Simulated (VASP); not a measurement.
Set up this calculation in VASP 6.6.1, as the native input.

```
Task                   : single point
Functional             : RPBE
Potentials or basis    : VASP PAW PBE potentials, release 64 (Mo_sv)
Cutoff                 : 520 eV
k mesh                 : 7 × 7 × 1
Occupations            : gaussian, width 0.1 eV
Spin                   : no spin polarisation
Dipole correction      : yes
Further INCAR settings : ALGO = Fast; EDIFF = 1e-06; NBANDS = 81
```

The structure of Mo lies in POSCAR:

```
Mo
1.0
    4.4897080658      0.0000000000      0.0000000000
    0.0000000000      4.4897080658      0.0000000000
    0.0000000000      0.0000000000     23.3494060378
Mo
10
Direct
    0.0000000000      0.5000000000      0.3640349560
    0.5000000000      0.0000000000      0.3640349560
    0.0000000000      0.0000000000      0.4320174780
    0.5000000000      0.5000000000      0.4320174780
    0.0000000000      0.5000000000      0.4980624328
    0.5000000000      0.0000000000      0.4980624328
    0.0000000000      0.0000000000      0.5691424558
    0.5000000000      0.5000000000      0.5691424558
    0.0000000000      0.5000000000      0.6279670860
    0.5000000000      0.0000000000      0.6279670860
```

The cell isn't the ideal one: clean slab, lower half held.

One way to write it, as run:

INCAR

```
PREC = Accurate
ENCUT = 520
EDIFF = 1E-6
ISMEAR = 0
SIGMA = 0.1
LREAL = F
LASPH = T
NELM = 100
ALGO = Fast
ISIF = 2
LWAVE = F
LCHARG = T
LDIPOL = T
IDIPOL = 3
DIPOL = 0.5 0.5 0.498
GGA = RP
LELF = T
LVHAR = T
LVACPOTAV = T
NBANDS = 81
```

KPOINTS

```
Automatic mesh
0
Gamma
  7 7 1
```

Potentials or basis: VASP PAW PBE potentials, release 64 (Mo_sv).

Run with:

```bash
$ cat potpaw_PBE.64/Mo_sv/POTCAR > POTCAR
$ mpirun -np 1 vasp_std > vasp.out
```

It gave:

The largest force is 1.097 eV/Å. The band gap on the k mesh is none (metal or under the smearing width) and the work function of the upper face is 3.70 eV. The work function of the lower face is 3.80 eV.

Caveat: the PAW data sets were made with another functional, which shifts forces and pressure a little.

Wall time 18 min on 1 thread of Intel(R) Xeon(R) 6975P-C (Granite Rapids) (shared host), peak memory 0.66 GiB.
